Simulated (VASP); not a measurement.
## LiBiS3 in VASP: the effect of target pressure

Crystal: LiBiS3.

```xyz
5
Lattice="4.5614 0.0000 0.0000 0.0000 4.5614 0.0000 0.0000 0.0000 4.5614" Properties=species:S:1:pos:R:3 pbc="T T T"
Li    2.2807    2.2807    2.2807
Bi    0.0000    0.0000    0.0000
S     2.2807    2.2807    0.0000
S     0.0000    2.2807    2.2807
S     2.2807    0.0000    2.2807
```

The cell was built by a generator and needn't be a form met in nature.

Alike in all runs:

| Property | Result |
| --- | --- |
| Program | VASP 6.6.1 |
| Task | relaxation of cell and atoms |
| Functional | LDA |
| Potentials or basis | VASP PAW LDA potentials, release 64 (Li_sv, Bi_d, S) |
| Cutoff | 600 eV |
| k mesh | 5 × 5 × 5 |
| Occupations | fermi-dirac, width 0.05 eV |
| Spin | no spin polarisation |

Each run relaxes the cell or the atoms first.

```csv
target pressure,target pressure,relaxed volume (Å³/atom)
2 GPa,2 GPa,?
5 GPa,5 GPa,16.46
10 GPa,10 GPa,15.71
20 GPa,20 GPa,14.57
30 GPa,30 GPa,13.74
0 GPa,-,17.46
```

Task: What does the run with target pressure 2 GPa give?

Result: Relaxed volume 17.02 Å³/atom.

Worked out: In Murnaghan's law V^(-B') rises as a straight line in P. The other rows fit best with B' = 3.9, V0 = 17.47 Å³/atom and B0 = 76 GPa, which gives 17.03 Å³/atom at 2 GPa, against the run's 17.02.

Caveats: the cutoff is under 1.25 times the usual one of these potentials, so pressure, stress and relaxed cells hold a basis-set (Pulay) error; the cell is relaxed towards a set pressure, so the enthalpy falls and the energy may rise (some runs); the volume moved by over 15 % at a fixed basis, so the end points are rough (some runs).
